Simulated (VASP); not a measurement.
Al (fcc): the cohesive energy from VASP (plane waves, PAW) at several levels of theory. Atoms are spin-polarised in a large box without symmetry, with the spin fixed by Hund's rule, and may not be in the lowest state of each functional; no zero-point energy is added.

```
level       cohesive energy (eV/atom)  error against measurement
----------  -------------------------  -------------------------
LDA                              4.03                    +17.6 %
PBE                              3.43                     +0.1 %
PBEsol                           3.82                    +11.3 %
RPBE                             3.16                     -7.8 %
PBE-D3(BJ)                       3.78                    +10.3 %
revTPSS                          3.58                     +4.3 %
SCAN                             3.61                     +5.1 %
r2SCAN                           3.61                     +5.2 %
```

Measured: 3.43 eV/atom at 0 K (as given by Daniel Mejia-Rodriguez et al., Physical Review B (2018), arXiv:1807.09216; static lattice: zero-point vibration energy added).

The cell of the LDA run:

Space group Fm-3m (No. 225); a = 3.9847 Å, b = 3.9847 Å, c = 3.9847 Å, α = 90.00°, β = 90.00°, γ = 90.00°

```
atom  site  symmetry       x       y       z
----  ----  --------  ------  ------  ------
Al      4a      m-3m  0.0000  0.0000  0.0000
```
(The calculation used a cell of 1 atom; values per cell refer to that cell.)

Only levels that ran to the end are used. Left out are those held back, those with too coarse a band path, GW runs whose mesh misses a band edge, hybrids' fits of cells that aren't cubic and levels without matching references; a question may draw on a part of the rest.

The compound is Al in the fcc structure.
